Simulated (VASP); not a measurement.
# Ta₁₂HF: molecular dynamics with a thermostat, by thermostat

Ta₁₂HF, slab, 14 atoms in the cell. PBE, molecular dynamics; PAW potentials Ta, F, H (PBE set).

| Thermostat | Mean temperature (K) | Rise of the mean potential energy above the start (meV/atom) | Electronic steps per ionic step after the first | Time (s) |
|---|---|---|---|---|
| friction on the slab alone, molecule free | 272 | 6.1 | 4.4 | 327 |
| friction on all atoms | 261 | 7.9 | 4.3 | 322 |
| friction on the molecule alone | 151 | 14.6 | 4.3 | 340 |
| Nose-Hoover on all atoms | 303 | 21.8 | 5.2 | 372 |
| none (NVE) | 159 | 13.3 | 4.9 | 353 |

Limits: 67 fs of 14 atoms are too short for converged averages; the cell is only 5.4 Å across, so each atom moves in step with near copies of itself.

## Input of the first row

INCAR:
```
SYSTEM = Ta12HF
ALGO = Fast
EDIFF = 1E-5
ENCUT = 400
GGA = PE
IBRION = 0
ISIF = 0
ISMEAR = -1
ISYM = 0
KPAR = 2
LANGEVIN_GAMMA = 20 0 0
LASPH = .True.
LCHARG = .False.
LREAL = Auto
LWAVE = .False.
MDALGO = 3
NCORE = 2
NELM = 60
NELMIN = 4
NSW = 134
POTIM = 0.5
PREC = Normal
RANDOM_SEED = 944626 0 0
SIGMA = 0.05
TEBEG = 300
TEEND = 300
```

KPOINTS:
```
k-points
0
Monkhorst-Pack
  2 2 1
```

POSCAR:
```
Ta12HF
1.0
    5.7202017150      0.0000000000      0.0000000000
   -1.9067339050      5.3930578966      0.0000000000
    0.0000000000      0.0000000000     23.6006251426
Ta F H
12 1 1
Selective dynamics
Direct
    0.2500000000      0.2500000000      0.3389740717  F F F
    0.2500000000      0.7500000000      0.3389740717  F F F
    0.7500000000      0.2500000000      0.3389740717  F F F
    0.7500000000      0.7500000000      0.3389740717  F F F
    0.5000000000      0.5000000000      0.4379232545  T T T
    0.5000000000      0.0000000000      0.4379232545  T T T
    0.0000000000      0.5000000000      0.4379232545  T T T
    0.0000000000      0.0000000000      0.4379232545  T T T
    0.7500000000      0.7500000000      0.5368724373  T T T
    0.7500000000      0.2500000000      0.5368724373  T T T
    0.2500000000      0.7500000000      0.5368724373  T T T
    0.2500000000      0.2500000000      0.5368724373  T T T
    1.0000000000      0.5000000000      0.6567887524  T T T
    1.0000000000      0.5000000000      0.6173787794  T T T
```

Commands:
```
cat potpaw_PBE.64/Ta/POTCAR potpaw_PBE.64/F/POTCAR potpaw_PBE.64/H/POTCAR > POTCAR
mpirun -np 4 vasp_std > vasp.out
```

Changes of the last row against the first:
```
- MDALGO = 3
- LANGEVIN_GAMMA = 20 0 0
+ MDALGO = 1
+ ANDERSEN_PROB = 0.0
```

VASP 6.6.1 took 327 s on 4 cores (Intel Xeon 6975P-C (Granite Rapids)), a shared host.
